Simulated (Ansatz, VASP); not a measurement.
**H (H2 molecule) in two plane-wave programs**

Wanted: the spread between two codes on one cell, functional and k mesh. The structure shown is the start of the Ansatz relaxation below; VASP solves that cell, so the two are compared at the walk's first step.

Calculated with Ansatz 0.2.0; plane waves, with VASP 6.6.1 beside it; single point at PBE0.

### 1. Set-up

The cell holds 2 atoms: 2 H. Its edges and angles: a = 12.000 Å, b = 12.500 Å, c = 13.000 Å, α = 90.0°, β = 90.0°, γ = 90.0°. Vacuum lies along a, b and c.

### 2. Ansatz: relaxation, PBE0

Ansatz runs on its default PAW (the set named soft_2) files.

The two programs are compared at the cell with which this relaxation starts, whose forces are those of its first step.

Input file input.yaml:

```yaml
crystal:
  lattice:
    - [12.0, 0.0, 0.0]
    - [0.0, 12.5, 0.0]
    - [0.0, 0.0, 13.0]
  atoms:
    - { symbol: H, position: [0.45, 0.47, 0.4711538462] }
    - { symbol: H, position: [0.45, 0.47, 0.5288461538] }
basis:
  ecutwfc: 420
  xc_grid: 2
hamiltonian:
  xc: pbe0
kpoints:
  mp_grid: { grid: [1, 1, 1] }
scf:
  occupations: { method: fixed }
  max_iter: 150
output:
  forces: true
relax:
  f_tol: 0.01
  max_steps: 60
checkpoint:
  write: "../pbe0.run"
  compress: false
  write_wavefunctions: false
  write_every: 100000
```

Run with:

```console
ansatz run input.yaml --threads 4 --pin off --max-ram 9420MiB --backend cpu --events-out ev --progress --plain --runs-dir out
```

Numbers of over 12 decimals in the logs are rounded to 6 here.

Log:

```text
Engine: ansatz 0.2.0, aarch64-unknown-linux-gnu
Pseudopotentials: kind: paw
Pseudopotential: H, paw, valence charge 1, recommended cutoff 420 eV (normal), H.paw.azcp
Functional definition: PBE0
  parameter a = 0.25
  parameter kappa = 0.804
  parameter beta = 0.066725
  exchange = (1 - a)*pbe_x(kappa = kappa, mu = beta*pi^2/3) + a*exact_x
  correlation = pbe_c(beta = beta)
davidson cushion auto → on  (no smearing: the cushion is to keep the highest requested band from converging to the state above it; pin scf.eigensolver.cushion to override)
Crystal: 2 atoms, lattice volume = 1950.000 Å³
Basis set: ecut = 420 eV, 38063 PW (Γ), exchange–correlation on 162×180×180 points (8 copies of the dense FFT grid, shifted against one another)
Bands: 5, of which v1, the nominal top of the filled ones, is band 1 counted from 1 (0 counted from 0)
Symmetry: 8 space group operations
Space group: Pmmm (ITA 47), of the structure as read, at distance tolerance 1.2e-4 Å
k-points: 1
Non-local potential: H, projectors of the file, l = 0: 2, l = 1: 1
PAW form: soft (Blöchl's): semilocal exchange-correlation on the pseudo side does not see the compensation charge
PAW one-centre angular grid: H, 110 points (default); XC on 64 Gauss nodes
Initial density: superposition of atomic densities (neutral atoms: chi_scale 0, normalization atom), corrected by the library's trained network
Initial wavefunctions: pseudopotential atomic-orbital guess
Functional: x = pbe(κ = 0.804, μ = 0.219515), c = pbe(β = 0.066725), warm-up for x = 0.75 pbe(κ = 0.804, μ = 0.219515) + 0.25 exact, c = pbe(β = 0.066725)
SCF iter   1: F=—  HF=-31.744028 eV  |F-HF|=—  |Δ(HF+E_count)|=         —  Δρ=6.54e-5  dr2=6.23e-5  ethr=1.77e-3  ⟨swp⟩=12.0  Hψ=46  notcnv=0
preconditioner: auto → none  [insulator: Δε(μ)=10.329 eV  Ē_g=10.696 eV  n_scr=18 (ndim 8)  ℏωp=1.2 eV  f_vac=0.942]
SCF iter   2: F=—  HF=-31.744161 eV  |F-HF|=—  |Δ(HF+E_count)|=   1.33e-4  Δρ=2.73e-5  dr2=1.05e-5  ethr=3.12e-6  ⟨swp⟩=4.0  Hψ=23  notcnv=0  defer=4
iter 3 solved again at ethr=1.73e-8 eV; its pass at ethr=5.27e-7 eV (dr2=3.45e-7 eV) is discarded
SCF iter   3: F=—  HF=-31.744336 eV  |F-HF|=—  |Δ(HF+E_count)|=   1.75e-4  Δρ=5.78e-6  dr2=3.52e-7  ethr=1.73e-8  ⟨swp⟩=3.0  Hψ=41  notcnv=0  defer=4
SCF iter   4: F=-31.744339 eV  HF=-31.744339 eV  |F-HF|=2.26e-7  |Δ(HF+E_count)|=   3.47e-6  Δρ=2.08e-6  dr2=5.91e-8  ethr=1.73e-8  ⟨swp⟩=4.0  Hψ=23  notcnv=0  defer=4
SCF 1 converged in 4 iterations: F = -31.744339 eV  dr2 = 5.91e-8
  greatest PAW one-centre occupation: 0.371 electrons in one spin orbital (limit 2), on the H atom at site 1 (counted from 0), in its partial waves of l = 0
Initial density: handed on by an earlier stage of this run
Initial wavefunctions: those handed on with the density
Functional: x = 0.75 pbe(κ = 0.804, μ = 0.219515) + 0.25 exact, c = pbe(β = 0.066725)
Exchange kernel: α = 0.2500, full range, Wigner–Seitz truncation, v(0) = 5346.5315 eV·Å³, q-mesh 1×1×1, nearest image of the exchange supercell L = 12.00 Å, pair-density grid 81×81×90, without the augmentation charges, whose exchange is taken in its separable form (the finest that the files' search goes to)
Frozen-core exchange: fock
iter 1 solved again at ethr=1.27e-5 eV; its pass at ethr=1.00e-1 eV (dr2=2.55e-4 eV) is discarded
SCF iter   1: F=—  HF=-31.807742 eV  |F-HF|=—  |Δ(HF+E_count)|=         —  Δρ=1.58e-4  dr2=3.03e-4  ethr=1.27e-5  ⟨swp⟩=13.0  Hψ=59  notcnv=0
preconditioner: auto → none  [insulator: Δε(μ)=11.921 eV  Ē_g=12.514 eV  n_scr=18 (ndim 8)  ℏωp=1.2 eV  f_vac=0.944]
SCF iter   2: F=—  HF=-31.807705 eV  |F-HF|=—  |Δ(HF+E_count)|=   3.72e-5  Δρ=7.99e-5  dr2=8.27e-5  ethr=1.27e-5  ⟨swp⟩=2.0  Hψ=14  notcnv=0
SCF iter   3: F=—  HF=-31.807982 eV  |F-HF|=—  |Δ(HF+E_count)|=   2.77e-4  Δρ=1.70e-5  dr2=5.99e-6  ethr=2.87e-6  ⟨swp⟩=8.0  Hψ=29  notcnv=0
SCF iter   4: F=—  HF=-31.807981 eV  |F-HF|=—  |Δ(HF+E_count)|=   1.44e-6  Δρ=1.45e-6  dr2=2.08e-7  ethr=2.60e-7  ⟨swp⟩=3.0  Hψ=18  notcnv=0  defer=4
SCF iter   5: F=-31.807983 eV  HF=-31.807983 eV  |F-HF|=6.46e-9  |Δ(HF+E_count)|=   2.24e-6  Δρ=1.06e-6  dr2=2.61e-8  ethr=4.09e-10  ⟨swp⟩=5.0  Hψ=28  notcnv=0  defer=4
SCF 2 converged in 5 iterations: F = -31.807983 eV  dr2 = 2.61e-8
  Residual-converged pass: ⟨swp⟩=2.0  Hψ=10  notcnv=0  max |occ|·‖R‖ = 8.1e-7 eV (tolerance 6.7e-6 eV)  dr2=2.61e-8  dr2_onsite=1.98e-11  max |Δocc| = 0.0e0
  greatest PAW one-centre occupation: 0.372 electrons in one spin orbital (limit 2), on the H atom at site 1 (counted from 0), in its partial waves of l = 0
hybrid outer 1: dexx = +2.928e-4 eV, tail = 2.46e-7 eV
Exchange kernel: α = 0.2500, full range, Wigner–Seitz truncation, v(0) = 5346.5315 eV·Å³, q-mesh 1×1×1, nearest image of the exchange supercell L = 12.00 Å, pair-density grid 81×81×90, without the augmentation charges, whose exchange is taken in its separable form (the finest that the files' search goes to)
Frozen-core exchange: fock
SCF iter   1: F=—  HF=-31.807982 eV  |F-HF|=—  |Δ(HF+E_count)|=         —  Δρ=1.23e-6  dr2=3.48e-8  ethr=6.16e-8  ⟨swp⟩=5.0  Hψ=18  notcnv=0
preconditioner: auto → none  [insulator: Δε(μ)=11.898 eV  Ē_g=12.494 eV  n_scr=18 (ndim 8)  ℏωp=1.2 eV  f_vac=0.946]
SCF iter   2: F=-31.807982 eV  HF=-31.807982 eV  |F-HF|=3.40e-10  |Δ(HF+E_count)|=   1.29e-8  Δρ=3.00e-7  dr2=7.88e-10  ethr=1.66e-9  ⟨swp⟩=3.0  Hψ=18  notcnv=0  defer=4
SCF 3 converged in 2 iterations: F = -31.807982 eV  dr2 = 7.88e-10
  Residual-converged pass: ⟨swp⟩=3.0  Hψ=11  notcnv=0  max |occ|·‖R‖ = 4.8e-7 eV (tolerance 8.9e-7 eV)  dr2=7.02e-10  dr2_onsite=3.12e-12  max |Δocc| = 0.0e0
hybrid outer 2: dexx = +1.706e-9 eV, tail = 1.61e-9 eV, Δε = 2.60e-4 eV (about 2.43e-5 eV left of the loop's levels), ΔF = 8.06e-5 eV/Å (tail 1.26e-4)
relax step   1: F+E_penalty+E_count = -31.80798176 eV  Δ(F+E_penalty+E_count) = +0.000e0 eV  max|allowed force component| = 1.862e-1 eV/Å  Δτ_max = 0.0000 Å  (11 SCF iters, accepted)
[...]
relax step   2: F+E_penalty+E_count = -31.80847221 eV  Δ(F+E_penalty+E_count) = -4.904e-4 eV  max|allowed force component| = 4.175e-3 eV/Å  Δτ_max = 0.0026 Å  (6 SCF iters, dr2 threshold 2.17e-6 eV, accepted)
[...]
relax step   3: F+E_penalty+E_count = -31.80847221 eV  Δ(F+E_penalty+E_count) = -1.085e-10 eV  max|allowed force component| = 4.250e-3 eV/Å  Δτ_max = 0.0000 Å  (4 SCF iters, accepted)
hybrid SCF converged: 2 outer / 4 inner (+0 warm-up), last move |dexx| = 1.52e-12 eV, tail = 1.59e-9 eV
Stability not checked: this state was not tested for a lower state beside it, because the functional holds exact exchange (a hybrid, or Hartree-Fock), whose exchange loop this test does not read (fock_operator; see scf.lower_state_search)
Free energy (F): -31.808472 eV
Frozen-core exchange: fock
Harris-Foulkes:  -31.808472 eV  (|F-HF|=2.78e-9)
Internal energy: -31.808472 eV  (E = F + TS)
E sigma→0 (E₀):  -31.808472 eV
Fermi energy:    -11.967252 eV
--- Per-component energies (eV) ---
  E_band       = -23.934506
  E_kinetic    = 26.887702
  E_local      = -85.280565  (includes V_loc(G=0)·N_el)
  E_nonlocal   = 3.353665
  E_hartree    = 29.224423
  E_xc         = -13.494047
  E_vxc        = -17.367824  (∫ρ·V_xc dr)
  E_exx        = -4.470215  (= α·E_x^exact, valence–valence)
  E_paw        = -0.835810  (= ΣΔE_a)
  E_vpaw       = -1.033344  (= ΣTr[D̂ρ^β])
  E_aug_tail   = -0.002517  (compensation charges beyond the density's cutoff)
  E_ewald      = 12.808891
  E_smearing   = -0.000000  (= −TS)
  E_closure    = -0.000000  (closes the sum)
  Σ components = -31.808472   (vs F -31.808472, Δ=0.00e0)
--- Forces (eV/Å), atoms counted from 1 ---
  atom   1  H      0.00000000     0.00000000     0.00425037
  atom   2  H      0.00000000     0.00000000    -0.00425037
  max |Σ_I F_I| component: 1.29e-26 eV/Å
--- Band table (eV) ---
  k-point 0: bands = ["-11.9673", "-0.0405", "0.5867"]
  guard bands above this table: 2 of the run's 5 bands. The solve was not asked for them (output.publish_guard_bands: true or output.eigenvalues: true publishes all)
--- Relaxed structure (3 steps of the walk, 3 accepted, 0 SCFs on fresh bases) ---
  F+E_penalty+E_count = -31.80847221 eV   max|allowed force component| = 4.250e-3 eV/Å
  atoms:
    - { symbol: H, position: [0.45, 0.470000, 0.471351] }
    - { symbol: H, position: [0.45, 0.470000, 0.528649] }
```

Reading the cycles: dr2 is the Hartree energy of the density residual (eV), the measure of convergence; HF is the Harris–Foulkes estimate of the energy, which meets the free energy F at convergence.

### 3. VASP: single point, PBE0, start cell

The same cell, functional and mesh now go to VASP, with its own data sets.

Lines of VASP's logs that name or quote its potential files are left out, and so is its time.

The run reads the wave functions of an earlier VASP run, which isn't shown here.

Input file INCAR:

```
SYSTEM = H
PREC = Accurate
ENCUT = 910
EDIFF = 1E-06
NELM = 100
ISMEAR = 0
SIGMA = 0.01
LREAL = .FALSE.
ALGO = Normal
LHFCALC = .TRUE.
AEXX = 0.25
GGA = PE
LASPH = .TRUE.
NBANDS = 7
PRECFOCK = Fast
LORBIT = 11
LWAVE = .FALSE.
LCHARG = .FALSE.
ISIF = 2
```

Input file POSCAR:

```
H
1.0
   12.0000000000      0.0000000000      0.0000000000
    0.0000000000     12.5000000000      0.0000000000
    0.0000000000      0.0000000000     13.0000000000
H
2
Direct
    0.4500000000      0.4700000000      0.4711538462
    0.4500000000      0.4700000000      0.5288461538
```

Input file KPOINTS:

```
Automatic mesh
0
Gamma
1 1 1
0 0 0
```

Potentials, in the order of the species: H_h (PBE family, release 64).

Run with:

```console
export OMP_NUM_THREADS=6
mpirun -np 1 vasp_gam
```

Log:

```text
[banner, memory and clock lines left out]
running    1 mpi-ranks, on    1 nodes
 distrk:  each k-point on    1 cores,    1 groups
 distr:  one band on    1 cores,    1 groups
 Offloading initialized ...    1 GPUs detected
 POSCAR found type information on POSCAR H
 POSCAR found :  1 types and       2 ions
 LDA part: xc-table for (Slater+PW92), standard interpolation
 found WAVECAR, reading the header
 POSCAR, INCAR and KPOINTS ok, starting setup
 FFT: planning ... GRIDC
 FFT: planning ... GRID_SOFT
 FFT: planning ... GRID
 reading WAVECAR
 the WAVECAR file was read successfully
 initial charge from wavefunction
 entering main loop
       N       E                     dE             d eps       ncg     rms          rms(c)
DAV:   1    -0.794765900804E+01   -0.79477E+01   -0.29209E-02    21   0.107E+00    0.110E-01
DAV:   2    -0.794789447832E+01   -0.23547E-03   -0.21024E-04    14   0.661E-02    0.731E-02
DAV:   3    -0.794787219413E+01    0.22284E-04   -0.61557E-06    28   0.123E-02    0.454E-02
DAV:   4    -0.794786261677E+01    0.95774E-05   -0.66473E-06    14   0.102E-02    0.279E-02
DAV:   5    -0.794786007585E+01    0.25409E-05   -0.29139E-06    21   0.690E-03    0.174E-02
DAV:   6    -0.794786012096E+01   -0.45112E-07   -0.98117E-07    14   0.383E-03
   1 F= -.79478601E+01 E0= -.79478601E+01  d E =-.555804E-27
```

Parts of OUTCAR (step 3):

```text
ion  position               nearest neighbor table
   1  0.450  0.470  0.471-   2 0.75
   2  0.450  0.470  0.529-   1 0.75

  LATTYP: Found a simple orthorhombic cell.
 ALAT       =    12.0000000000
 B/A-ratio  =     1.0416666667
 C/A-ratio  =     1.0833333333

 Subroutine GETGRP returns: Found  8 space group operations
 (whereof  2 operations were pure point group operations)

The static configuration has the point symmetry C_1h.
 The point group associated with its full space group is D_2h.

 Found      1 irreducible k-points:

   k-points           NKPTS =      1   k-points in BZ     NKDIM =      1   number of bands    NBANDS=      7

   dimension x,y,z NGX =   120 NGY =  126 NGZ =  128
   dimension x,y,z NGXF=   240 NGYF=  252 NGZF=  256

   ENCUT  =  910.0 eV  66.88 Ry    8.18 a.u.  29.52 30.75 31.98*2*pi/ulx,y,z

   NELECT =       2.0000    total number of electrons

 k-points in reciprocal lattice and weights: Automatic mesh
   0.00000000  0.00000000  0.00000000       1.000

  exchange ACFDT corr.  =         0.00000000  see jH, gK, PRB 81, 115126

 average (electrostatic) potential at core
       1 -39.6104       2 -39.6104

 E-fermi : -11.8767

 k-point     1 :       0.0000    0.0000    0.0000
  band No.  band energies     occupation
      1     -11.9526      2.00000
      2      -0.1029      0.00000
      3       0.5303      0.00000
      4       0.7549      0.00000
      5       0.8077      0.00000
      6       0.8246      0.00000
    ...

  Total       -0.0221584     -0.0226257     -0.1572582      0.0000000      0.0000000      0.0000000
  in kB       -0.0182060     -0.0185900     -0.1292079      0.0000000      0.0000000      0.0000000
  external PRESSURE =      -0.0553346 kB  Pullay stress =       0.0000000 kB

  energy-cutoff  :      910.00
  volume of cell :     1950.00
      direct lattice vectors                 reciprocal lattice vectors
    12.000000000  0.000000000  0.000000000     0.083333333  0.000000000  0.000000000
     0.000000000 12.500000000  0.000000000     0.000000000  0.080000000  0.000000000
     0.000000000  0.000000000 13.000000000     0.000000000  0.000000000  0.076923077

 POSITION                                       TOTAL-FORCE (eV/Angst)
 -----------------------------------------------------------------------------------
      5.40000      5.87500      6.12500         0.000000      0.000000      0.182070
      5.40000      5.87500      6.87500         0.000000      0.000000     -0.182070
 -----------------------------------------------------------------------------------
    total drift:                                0.000000     -0.000031     -0.000000

  FREE ENERGIE OF THE ION-ELECTRON SYSTEM (eV)
  ---------------------------------------------------
  free  energy   TOTEN  =        -7.9478601210 eV

  energy  without entropy=       -7.9478601210  energy(sigma->0) =       -7.94786012

 total charge
# of ion       s       p       d       tot
------------------------------------------
    1        0.342   0.007   0.000   0.349
    2        0.342   0.007   0.000   0.349
--------------------------------------------------
tot          0.685   0.014   0.000   0.699
```

The run ends at a pressure of -0.01 GPa, with forces up to 0.18 eV/Å.

### 4. Comparison

Known differences besides the potentials themselves: exact exchange at q = 0 is treated differently, which shows on coarse meshes; fixed occupations in Ansatz, narrow Gaussian smearing in VASP; the cutoff is 420 eV in Ansatz and 910 eV in VASP; VASP takes a coarser grid for exact exchange (PRECFOCK = Fast). Total energies have different zeros and are not compared.

Forces (eV/Å; atoms numbered as in POSCAR):

```csv
atom,"Ansatz x, y, z","VASP x, y, z"
H1,"0.000, 0.000, 0.186","0.000, 0.000, 0.182"
H2,"0.000, 0.000, -0.186","0.000, 0.000, -0.182"
```

The forces differ by 2.4 meV/Å r.m.s., which is 2.3 % of the r.m.s. force of 0.105 eV/Å (both taken over all components).

### 5. Summary of results

| Property | Result |
| --- | --- |
| r.m.s. force difference (single point, PBE0, start cell) | 2.4 meV/Å |

What this shows: The r.m.s. force difference is 2.4 meV/Å (single point, PBE0, start cell), within the 12 meV/Å picked in this series as the mark of a large difference. 1 further run of this series is not shown here. Such differences can come from data sets, numerical settings and the points named under the comparisons, not from the functional's error against experiment.

[Lines on the potential files, build, host, timing and source positions are cut from VASP's logs without a mark.]

[Logs are printed without paths, hosts, clocks, repeated set-up lines and the standing remarks that a program may print on its own settings, such as how far it seeks lower states.]

[Hosts, paths, dates, database ids (printed as entryN), source tags and the programs' standing remarks are cut or masked in the printed files.]
